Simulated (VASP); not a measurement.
```
CELL_PARAMETERS angstrom
      1.78132    -3.08533     0.00000
      1.78132     3.08533     0.00000
      0.00000     0.00000     5.56858
ATOMIC_POSITIONS crystal
  Lu 0.33333 0.66667 0.25000
  Lu 0.66667 0.33333 0.75000
```

All values below come from RPBE GGA, VASP's PBE PAW potentials (set 64) (plane waves; VASP). Settings: 520 eV cut-off, Gaussian smearing of 0.050 eV, potentials Lu_3.

Q: Give the energies of bands 7 to 12 at the high-symmetry points, in eV from the Fermi level.

A: 
```json
[
 {"band": "7", "Γ": "-5.91", "M": "-2.32", "K": "-0.99", "A": "-4.32", "L": "-2.01", "H": "-0.57"},
 {"band": "8", "Γ": "-2.30", "M": "-1.32", "K": "-0.99", "A": "-4.32", "L": "-2.01", "H": "-0.57"},
 {"band": "9", "Γ": "0.51", "M": "-0.74", "K": "-0.63", "A": "1.21", "L": "0.08", "H": "-0.44"},
 {"band": "10", "Γ": "2.19", "M": "-0.38", "K": "-0.55", "A": "1.21", "L": "0.08", "H": "-0.44"},
 {"band": "11", "Γ": "2.20", "M": "1.54", "K": "1.28", "A": "2.11", "L": "1.29", "H": "0.30"},
 {"band": "12", "Γ": "2.60", "M": "1.89", "K": "1.28", "A": "2.11", "L": "1.29", "H": "0.30"}
]
```

It has no gap at this level: it comes out as a metal or semimetal.

The compound is Lu in the hcp structure. It was relaxed first.
